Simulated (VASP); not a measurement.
An input for Quantum ESPRESSO's pw.x (written as the equivalent of a VASP run, and not itself run):

```
&CONTROL
  calculation = 'vc-relax'
  pseudo_dir = './pseudo'
  outdir = './out'
  tprnfor = .true.
  tstress = .true.
  nstep = 40
  forc_conv_thr = 0.00078
/
&SYSTEM
  ibrav = 0
  nat = 1
  ntyp = 1
  ecutwfc = 80
  occupations = 'smearing'
  smearing = 'methfessel-paxton'
  degauss = 0.00735
  input_dft = 'pz'
/
&ELECTRONS
  conv_thr = 7.3e-08
  electron_maxstep = 100
/
&IONS
/
&CELL
  press = 50
/
ATOMIC_SPECIES
  Mo 95.950 Mo.upf
CELL_PARAMETERS angstrom
    -1.5575918    1.5575918    1.5575918
     1.5575918   -1.5575918    1.5575918
     1.5575918    1.5575918   -1.5575918
ATOMIC_POSITIONS crystal
  Mo   0.0000000  0.0000000  0.0000000
K_POINTS automatic
  16 16 16 0 0 0
```

### Question
Translate this input to VASP (INCAR, KPOINTS, POSCAR, choice of POTCAR).

### Answer
This is not unique; one that fits is 
File POSCAR:
```
Mo
1
   -1.5575918411     1.5575918411     1.5575918411
    1.5575918411    -1.5575918411     1.5575918411
    1.5575918411     1.5575918411    -1.5575918411
Mo
1
Direct
  0.0000000000   0.0000000000   0.0000000000
```

### KPOINTS
```
Automatic mesh
0
Gamma
16 16 16
0 0 0
```

INCAR:
```
# general
SYSTEM  = Mo
PREC    = Accurate
ENCUT   = 500   # plane-wave cut-off (eV)
LREAL   = .FALSE.   # projection in real space or not
LASPH   = .TRUE.   # aspherical one-centre terms

# electronic loop
EDIFF   = 1E-6
NELM    = 100   # most electronic steps
ALGO    = Normal
LMAXMIX = 4   # l cut-off of mixed one-centre charges

# smearing
ISMEAR  = 1   # Methfessel-Paxton
SIGMA   = 0.1   # width (eV)

# ions
IBRION  = 2   # conjugate gradients
NSW     = 40
ISIF    = 3
EDIFFG  = -0.02   # ionic stop
PSTRESS = 50   # kbar

# output
LWAVE   = .FALSE.
LCHARG  = .FALSE.
```

POTCAR, in this order: Mo_sv (LDA.64 set). Program: vasp_std.

The two are equivalent in intent, not identical: the potentials are each code's own (VASP's PAW set, PseudoDojo norm-conserving files in pw.x), so ENCUT and ecutwfc are chosen apart and not converted; conv_thr bounds pw.x's estimated SCF error, while EDIFF bounds the energy change between steps; forc_conv_thr acts on force components and is met together with etot_conv_thr.

The compound is Mo in the bcc structure. This run relaxes it under an external pressure of 5 GPa. Symmetry was kept, so distortions that lower it aren't found.
